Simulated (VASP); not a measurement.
VASP input:

File POSCAR:
```
BaO
1
    0.0000000000     2.7667512338     2.7667512338
    2.7667512338     0.0000000000     2.7667512338
    2.7667512338     2.7667512338     0.0000000000
Ba O
1 1
Direct
  0.0000000000   0.0000000000   0.0000000000
  0.5000000000   0.5000000000   0.5000000000
```

KPOINTS:
```
Automatic mesh
0
Gamma
8 8 8
0 0 0
```

INCAR:
```
ISMEAR = 0   ! Gaussian
PREC = Accurate
GGA = PS
LCHARG = F
LREAL = F   ! projection in real space or not
IBRION = 2   ! conjugate gradients
LMAXMIX = 4
NSW = 40   ! most ionic steps
ENCUT = 620   ! plane-wave cut-off (eV)
ALGO = Normal   ! blocked Davidson
LWAVE = F
LASPH = T   ! aspherical one-centre terms
EDIFF = 1E-6
EDIFFG = -0.02   ! ionic stop
SIGMA = 0.05
NELM = 100   ! most electronic steps
ISIF = 3   ! ions, shape and volume
SYSTEM = BaO
```

POTCAR, in this order: Ba_sv O (PBE.64 set). Program: vasp_std.

**Question.** Write an equivalent input for Quantum ESPRESSO's pw.x.

**Answer.** One equivalent input (not run):
```
&CONTROL
  calculation = 'vc-relax'
  pseudo_dir = './pseudo'
  outdir = './out'
  tprnfor = .true.
  tstress = .true.
  nstep = 40
  forc_conv_thr = 0.00078
/
&SYSTEM
  ibrav = 0
  nat = 2
  ntyp = 2
  ecutwfc = 84
  occupations = 'smearing'
  smearing = 'gaussian'
  degauss = 0.003675
  input_dft = 'pbesol'
/
&ELECTRONS
  conv_thr = 7.3e-08
  electron_maxstep = 100
/
&IONS
/
&CELL
/
ATOMIC_SPECIES
  Ba 137.327 Ba.upf
  O 15.999 O.upf
CELL_PARAMETERS angstrom
     0.0000000    2.7667512    2.7667512
     2.7667512    0.0000000    2.7667512
     2.7667512    2.7667512    0.0000000
ATOMIC_POSITIONS crystal
  Ba   0.0000000  0.0000000  0.0000000
  O    0.5000000  0.5000000  0.5000000
K_POINTS automatic
  8 8 8 0 0 0
```
What does not carry over: the potentials are each code's own (VASP's PAW set, PseudoDojo norm-conserving files in pw.x), so ENCUT and ecutwfc are chosen apart and not converted; conv_thr bounds pw.x's estimated SCF error, while EDIFF bounds the energy change between steps; forc_conv_thr acts on force components and is met together with etot_conv_thr.

The compound is BaO in the rock salt structure. It was relaxed first.
